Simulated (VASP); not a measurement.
Calculation: PBEsol GGA, VASP's PBE PAW potentials (set 64) (plane waves; VASP).

The input files of a VASP run:

File KPOINTS:
```
k-points along high-symmetry lines
12
Line-mode
Reciprocal
  0.000000   0.000000   0.000000 ! GAMMA
  0.500000   0.500000   0.500000 ! T

  0.500000   0.500000   0.500000 ! T
  0.802692   0.197308   0.500000 ! H_2

  0.500000  -0.197308   0.197308 ! H_0
  0.500000   0.000000   0.000000 ! L

  0.500000   0.000000   0.000000 ! L
  0.000000   0.000000   0.000000 ! GAMMA

  0.000000   0.000000   0.000000 ! GAMMA
  0.348654  -0.348654   0.000000 ! S_0

  0.651346   0.000000   0.348654 ! S_2
  0.500000   0.000000   0.500000 ! F

  0.500000   0.000000   0.500000 ! F
  0.000000   0.000000   0.000000 ! GAMMA
```

File POSCAR:
```
NaHF2
5.0261030
  0.3422253829   0.1975839504   0.9186090131
 -0.3422253829   0.1975839504   0.9186090131
  0.0000000000  -0.3951679008   0.9186090131
Na H F
1 1 2
Cartesian
  0.0000000000   0.0000000000   0.0000000000
  0.0000000000   0.0000000000   1.3779135197
 -0.0000000000   0.0000000000   1.6054855092
 -0.0000000000   0.0000000000   1.1503415301
```

### INCAR
```
# general
SYSTEM = NaHF2
PREC   = Accurate
ENCUT  = 520
LREAL  = .False.
LASPH  = .True.
ICHARG = 11

# electronic loop
EDIFF  = 1E-7
NELM   = 100
ALGO   = Normal

# smearing
ISMEAR = 0
SIGMA  = 0.05

# functional
GGA    = PS

# output
LWAVE  = .False.
LCHARG = .False.
LORBIT = 11
```

POTCAR, in this order: Na_pv H F (PBE.64 set). Program: vasp_std. Read from the step before: CHGCAR.

What VASP printed:

File OSZICAR:
```
       N       E                     dE             d eps       ncg     rms          rms(c)
DAV:   1     0.194948607367E+03    0.19495E+03   -0.12543E+04  2562   0.161E+03
DAV:   2    -0.525887273959E+01   -0.20021E+03   -0.19269E+03  3003   0.422E+02
DAV:   3    -0.170889149563E+02   -0.11830E+02   -0.11815E+02  3087   0.106E+02
DAV:   4    -0.172510581081E+02   -0.16214E+00   -0.16211E+00  3143   0.134E+01
DAV:   5    -0.172537601206E+02   -0.27020E-02   -0.27020E-02  3115   0.160E+00
DAV:   6    -0.172538303922E+02   -0.70272E-04   -0.70271E-04  3202   0.262E-01
DAV:   7    -0.172538324908E+02   -0.20986E-05   -0.20986E-05  3157   0.429E-02
DAV:   8    -0.172538325612E+02   -0.70390E-07   -0.70432E-07  3147   0.798E-03
   1 F= -.17253833E+02 E0= -.17253833E+02  d E =-.198774E-14
```

### OUTCAR
```
 val. band max:       -3.9036409100   @ k =   0.5000   0.5000   0.5000

 cond. band min:       3.0137631035   @ k =   0.0000   0.0000   0.0000



 k-point     1 :       0.0000    0.0000    0.0000
  band No.  band energies     occupation
      1     -24.2940      2.00000
      2     -23.2349      2.00000
      3     -22.1612      2.00000
      4     -22.1612      2.00000
      5     -21.9414      2.00000
      6      -8.8544      2.00000
      7      -4.3937      2.00000
      8      -4.3937      2.00000
      9      -4.1302      2.00000
     10      -4.1302      2.00000
     11      -4.1053      2.00000
     12       3.0138      0.00000
     13       9.2837      0.00000
     14      10.4372      0.00000
     15      13.4327      0.00000

 k-point     2 :       0.0455    0.0455    0.0455
  band No.  band energies     occupation
      1     -24.2935      2.00000
      2     -23.2338      2.00000
      3     -22.1612      2.00000
      4     -22.1612      2.00000
      5     -21.9441      2.00000
      6      -8.8441      2.00000
      7      -4.4013      2.00000
      8      -4.4013      2.00000
      9      -4.1236      2.00000
     10      -4.1222      2.00000
     11      -4.1222      2.00000
     12       3.0380      0.00000
     13       9.1102      0.00000
     14      10.6240      0.00000
     15      13.4217      0.00000

 k-point     3 :       0.0909    0.0909    0.0909
  band No.  band energies     occupation
      1     -24.2925      2.00000
      2     -23.2298      2.00000
      3     -22.1612      2.00000
      4     -22.1612      2.00000
      5     -21.9519      2.00000
      6      -8.8135      2.00000
      7      -4.4213      2.00000
      8      -4.4213      2.00000
      9      -4.1773      2.00000
     10      -4.1011      2.00000
     11      -4.1011      2.00000
     12       3.1097      0.00000
     13       8.7533      0.00000
     14      11.0176      0.00000
     15      13.3943      0.00000

...
```

The density is held fixed in this step, so its total energy and stress have no physical meaning.

The structure comes from a computed database's NaHF2 entry (R-3m); how it stands against other phases isn't given here. It was relaxed first.
